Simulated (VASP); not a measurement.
```
TlBr
1.0
    4.04573     0.00000     0.00000
    0.00000     4.04573     0.00000
    0.00000     0.00000     4.04573
Tl Br
1 1
Direct
  0.00000   0.00000   0.00000
  0.50000   0.50000   0.50000
```

Calculation: PBE GGA, VASP's PBE PAW potentials (set 64) (plane waves; VASP). Settings: 400 eV cut-off, Gaussian smearing of 0.050 eV, potentials Tl_d Br.

Unless said otherwise, spin-orbit coupling is left out, though it shifts the bands of the heavy elements here.

Give the energies of bands 7 to 13 at the high-symmetry points, in eV from the valence-band maximum.

```json
[
 {"band": "7", "Γ": "-4.53", "X": "-5.25", "M": "-3.66", "R": "-2.77"},
 {"band": "8", "Γ": "-1.09", "X": "-0.64", "M": "-2.60", "R": "-1.68"},
 {"band": "9", "Γ": "-1.09", "X": "-0.64", "M": "-2.60", "R": "-1.68"},
 {"band": "10", "Γ": "-1.09", "X": "0.00", "M": "-0.56", "R": "-1.68"},
 {"band": "11", "Γ": "7.07", "X": "1.99", "M": "4.83", "R": "2.34"},
 {"band": "12", "Γ": "7.07", "X": "5.78", "M": "4.83", "R": "2.34"},
 {"band": "13", "Γ": "7.07", "X": "5.78", "M": "7.24", "R": "2.34"}
]
```

The gap is direct, 1.99 eV, from the valence maximum at X to the conduction minimum at X.

The compound is TlBr in the CsCl type structure. It was relaxed first.
